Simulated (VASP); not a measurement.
Energy against volume of PbSe (rock salt). Method: PBE GGA with D3 dispersion (Becke-Johnson damping), VASP's PBE PAW potentials (set 64) (plane waves; VASP). Run with 520 eV cut-off, 8×8×8 Γ-centred mesh, Gaussian smearing of 0.050 eV, potentials Pb_d Se.

| V (Å³/atom) | E (eV/atom) |
|---|---|
| 27.085 | -4.43790 |
| 27.950 | -4.45275 |
| 28.814 | -4.45766 |
| 29.678 | -4.45417 |

### Question
Fit these four points and predict the energy of the run at 30.543 Å³/atom.

### Answer
A cubic in V^(−2/3), the third-order Birch-Murnaghan form, passes through the four points with V0 = 28.86 Å³/atom and B0 = 51 GPa, and gives -4.4435 eV/atom there. The run gave -4.4438 eV/atom, -0.2 meV/atom from the fit; all five points give B0 = 51 GPa.

The compound is PbSe in the rock salt structure. It was relaxed first.
